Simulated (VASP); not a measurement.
# Quasiparticle energies of SiC (Moissanite 3C) in VASP, part 5 of 8

Wanted: how far GW moves the Kohn-Sham levels of SiC (Moissanite 3C). The cell is of the zinc-blende type, one of the forms listed for this formula. The start is a cell from a database of measured crystal structures.

VASP 6.6.1, plane waves and PAW; the level of theory is named at each step.

So far, quasiparticle gap on the mesh (eV): step 3 (evGW0) 2.38.

## 4. evGW (continued)

Level of this step: evGW on PBE; plane waves and PAW (Si_GW, C_GW) (VASP).

Parts of OUTCAR (step 4):

```text
The static configuration has the point symmetry T_d .

 Found     16 irreducible k-points:

   NELECT =       8.0000    total number of electrons

 E-fermi :   8.4549

 QP shifts <psi_nk| G(iteration)W_0 |psi_nk>: iteration 2
 k-point   1 :       0.0000    0.0000    0.0000
  band No. old QP-enery  QP-energies   sigma(KS)   T+V_ion+V_H  V^pw_x(r,r')   Z            occupation Imag(sigma)
      1      -8.7652      -9.2373     -14.5107       5.1037     -21.6946       0.7356       2.0000       1.1561
      2       7.0595       6.8721     -15.7629      22.5893     -17.4280       0.8041       2.0000       0.0450
      3       7.0595       6.8721     -15.7629      22.5893     -17.4280       0.8041       2.0000       0.0450
      4       7.0595       6.8721     -15.7629      22.5893     -17.4280       0.8041       2.0000       0.0450
      5      14.3988      14.5584     -12.5844      27.1836      -7.3947       0.7967       0.0000      -0.0697
      6      15.5678      15.7353     -10.8426      26.6174      -5.7574       0.8094       0.0000      -0.0684
      7      15.5678      15.7353     -10.8426      26.6174      -5.7574       0.8094       0.0000      -0.0684
      8      15.5678      15.7353     -10.8426      26.6174      -5.7574       0.8094       0.0000      -0.0684
    ...

 k-point   2 :       0.1667    0.0000    0.0000
  band No. old QP-enery  QP-energies   sigma(KS)   T+V_ion+V_H  V^pw_x(r,r')   Z            occupation Imag(sigma)
      1      -8.2141      -8.6763     -14.5605       5.7194     -21.5907       0.7371       2.0000       1.0742
      2       4.5346       4.2892     -15.0571      19.2815     -17.3397       0.7913       2.0000       0.0519
      3       6.7030       6.5099     -15.6257      22.0883     -17.3635       0.8033       2.0000       0.0446
      4       6.7030       6.5099     -15.6257      22.0883     -17.3635       0.8033       2.0000       0.0446
      5      14.5262      14.6798     -11.6265      26.3430      -6.5889       0.8066       0.0000      -0.0661
      6      16.1052      16.2841     -10.9419      27.2696      -5.6876       0.8040       0.0000      -0.0752
      7      16.1052      16.2841     -10.9419      27.2696      -5.6876       0.8040       0.0000      -0.0752
      8      16.6691      16.8615     -12.3081      29.2214      -6.7668       0.7882       0.0000      -0.0863
    ...

 k-point   3 :       0.3333    0.0000    0.0000
  band No. old QP-enery  QP-energies   sigma(KS)   T+V_ion+V_H  V^pw_x(r,r')   Z            occupation Imag(sigma)
      1      -6.6550      -7.0933     -14.7889       7.5474     -21.3955       0.7472       2.0000       0.8601
      2       0.6153       0.2592     -14.3709      14.5173     -17.9684       0.7594       2.0000       0.1263
      3       6.1493       5.9426     -15.5115      21.4028     -17.3975       0.8009       2.0000       0.0454
      4       6.1493       5.9426     -15.5115      21.4028     -17.3975       0.8009       2.0000       0.0454
      5      13.8593      13.9990     -11.5688      25.6003      -6.7076       0.8114       0.0000      -0.0602
      6      15.8883      16.0597     -10.6084      26.7088      -5.4190       0.8079       0.0000      -0.0750
      7      15.8883      16.0597     -10.6084      26.7088      -5.4190       0.8079       0.0000      -0.0750
      8      18.1936      18.4227     -11.8614      30.3512      -5.6982       0.7731       0.0000      -0.1396
    ...

 QP shifts <psi_nk| G(iteration)W_0 |psi_nk>: iteration 3
 k-point   1 :       0.0000    0.0000    0.0000
  band No. old QP-enery  QP-energies   sigma(KS)   T+V_ion+V_H  V^pw_x(r,r')   Z            occupation Imag(sigma)
      1      -9.2373      -9.4107     -14.5752       5.1037     -21.6946       0.7404       2.0000       1.1138
      2       6.8721       6.8239     -15.7767      22.5893     -17.4280       0.8095       2.0000       0.0437
      3       6.8721       6.8239     -15.7767      22.5893     -17.4280       0.8095       2.0000       0.0437
      4       6.8721       6.8239     -15.7767      22.5893     -17.4280       0.8095       2.0000       0.0437
      5      14.5584      14.6129     -12.5572      27.1836      -7.3947       0.8023       0.0000      -0.0664
      6      15.7353      15.7916     -10.8130      26.6174      -5.7574       0.8142       0.0000      -0.0658
      7      15.7353      15.7916     -10.8130      26.6174      -5.7574       0.8142       0.0000      -0.0658
      8      15.7353      15.7916     -10.8130      26.6174      -5.7574       0.8142       0.0000      -0.0658
    ...

 QP shifts <psi_nk| G(iteration)W_0 |psi_nk>: iteration 4
 k-point   1 :       0.0000    0.0000    0.0000
  band No. old QP-enery  QP-energies   sigma(KS)   T+V_ion+V_H  V^pw_x(r,r')   Z            occupation Imag(sigma)
      1      -9.4107      -9.4686     -14.5923       5.1037     -21.6946       0.7426       2.0000       1.1054
      2       6.8239       6.8105     -15.7819      22.5893     -17.4280       0.8117       2.0000       0.0433
      3       6.8239       6.8105     -15.7819      22.5893     -17.4280       0.8117       2.0000       0.0433
      4       6.8239       6.8105     -15.7819      22.5893     -17.4280       0.8117       2.0000       0.0433
      5      14.6129      14.6304     -12.5489      27.1836      -7.3947       0.8044       0.0000      -0.0656
      6      15.7916      15.8097     -10.8036      26.6174      -5.7574       0.8154       0.0000      -0.0649
      7      15.7916      15.8097     -10.8036      26.6174      -5.7574       0.8154       0.0000      -0.0649
      8      15.7916      15.8097     -10.8036      26.6174      -5.7574       0.8154       0.0000      -0.0649
    ...

[... 16 parts as in an earlier step ...]

[... 19 further parts left out ...]
```

Numbers from this step:

| Quantity | Value |
| --- | --- |
| quasiparticle gap on the mesh | 2.580 eV |
| smallest direct quasiparticle gap on the mesh | 6.095 eV |

QP gap by iteration, by row:

| iteration | gap (eV) | direct gap (eV) |
| --- | --- | --- |
| 1 | 2.227 | 5.627 |
| 2 | 2.484 | 5.966 |
| 3 | 2.558 | 6.066 |
| 4 | 2.579 | 6.095 |

GW takes the gap from 1.346 to 2.580 eV. That is +201 meV against evGW0 on PBE. The last pass still moved it by +22 meV. The value holds for 136 bands, ENCUTGW = 200 eV and this mesh, and isn't shown to be converged in them.

(Continued in part 6 of 8.)

[Lines on the potential files, build, host, timing and source positions are cut from VASP's logs without a mark.]

[Logs are printed without paths, hosts, clocks, repeated set-up lines and the standing remarks that a program may print on its own settings, such as how far it seeks lower states.]

[Hosts, paths, dates, database ids (printed as entryN), source tags and the programs' standing remarks are cut or masked in the printed files.]

[Pressures printed for these runs are not shown converged in the cutoff: they can be off by several GPa and have the wrong sign.]
